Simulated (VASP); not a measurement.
Here is the system:

```xyz
4
Lattice="-1.7881 1.7881 3.5987 1.7881 -1.7881 3.5987 1.7881 1.7881 -3.5987" Properties=species:S:1:pos:R:3 pbc="T T T"
Si     0.0000     0.0000     0.0000
Cu     0.0000     1.7881     1.7994
Cu     1.7881     0.0000     1.7994
Cu     0.0000     0.0000     3.5987
```

All values below come from PBEsol GGA, VASP's PBE PAW potentials (set 64) (plane waves; VASP 6.6.1). Numerical set-up: 400 eV cut-off, 13×13×13 Γ-centred mesh, tetrahedra with Blöchl corrections, potentials Si Cu.

Q: Tabulate the total density of states (states/eV per cell) against energy (eV; zero at the valence-band maximum or, without a gap, the Fermi level).

A: 
(E (eV), DOS (states/eV)): (-9.94, 0.95); (-9.35, 0.68); (-8.76, 0.09); (-8.29, 0.09); (-7.70, 0.79); (-7.11, 1.32); (-6.64, 1.18); (-6.05, 1.85); (-5.46, 3.99); (-4.88, 12.6); (-4.29, 4.73); (-3.82, 10.8); (-3.23, 17.4); (-2.64, 12.2); (-2.17, 2.04); (-1.58, 2.02); (-0.99, 1.62); (-0.40, 0.95); (0.19, 1.09); (0.66, 1.35); (1.25, 0.90); (1.83, 0.91); (2.31, 1.11); (2.89, 0.98); (3.48, 1.15)
Within 2 eV below the Fermi level the largest weight inside VASP's projection spheres is Cu d, then Cu p.

The structure comes from a computed database's Cu3Si entry (I4/mmm); how it stands against other phases isn't given here. It was relaxed first. The electron count is odd and the run is not spin-polarised, which forces a metal.
